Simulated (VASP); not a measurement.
Level of theory: LDA (Ceperley-Alder, Perdew-Zunger), VASP's LDA PAW potentials (set 64) (plane waves; VASP 6.6.1).

VASP ran on this input.

File POSCAR:
```
Re
1
    1.3419694187    -2.3243591057     0.0000000000
    1.3419694187     2.3243591057     0.0000000000
    0.0000000000     0.0000000000     4.3372580039
Re
2
Direct
  0.3333330000   0.6666670000   0.2500000000
  0.6666670000   0.3333330000   0.7500000000
```

KPOINTS:
```
K-points
0
G
 15 15 8
0 0 0
```

**INCAR**
```
SYSTEM = Re
PREC = Accurate
ENCUT = 520
EDIFF = 1E-7
NELM = 100
ALGO = Normal
LREAL = .FALSE.
LASPH = .TRUE.
ISMEAR = 1
SIGMA = 0.1
LMAXMIX = 6
LWAVE = .FALSE.
LCHARG = .FALSE.
ISIF = 4
IBRION = 2
NSW = 30
EDIFFG = -0.01
```

POTCAR, in this order: Re (LDA.64 set). Program: vasp_std.

Unless said otherwise, spin-orbit coupling is left out, though it shifts the bands of the heavy elements here.

Estimate the energy per atom (σ→0), band gap (on the k-mesh).

energy per atom (σ→0): -1320.8 kJ/mol of atoms
band gap (on the k-mesh): none (metal, semimetal or under 0.01 eV)

OSZICAR:
```
...
   2 F= -.27378865E+02 E0= -.27378523E+02  d E =0.549901E-04
       N       E                     dE             d eps       ncg     rms          rms(c)
DAV:   1    -0.273791016900E+02   -0.23710E-03   -0.98708E-03  4523   0.150E+00    0.581E-02
DAV:   2    -0.273790040160E+02    0.97674E-04   -0.11780E-04  5061   0.123E-01    0.287E-02
DAV:   3    -0.273789777505E+02    0.26265E-04   -0.58600E-05  5129   0.745E-02    0.573E-03
DAV:   4    -0.273789777979E+02   -0.47399E-07   -0.16892E-06  4224   0.148E-02    0.265E-03
DAV:   5    -0.273789777667E+02    0.31209E-07   -0.19363E-08  2205   0.354E-03
   3 F= -.27378978E+02 E0= -.27378623E+02  d E =-.581916E-04
```

The compound is Re in the hcp structure. This cell is one point of a volume scan, at 0.94 of the reference volume. Symmetry was kept, so distortions that lower it aren't found.
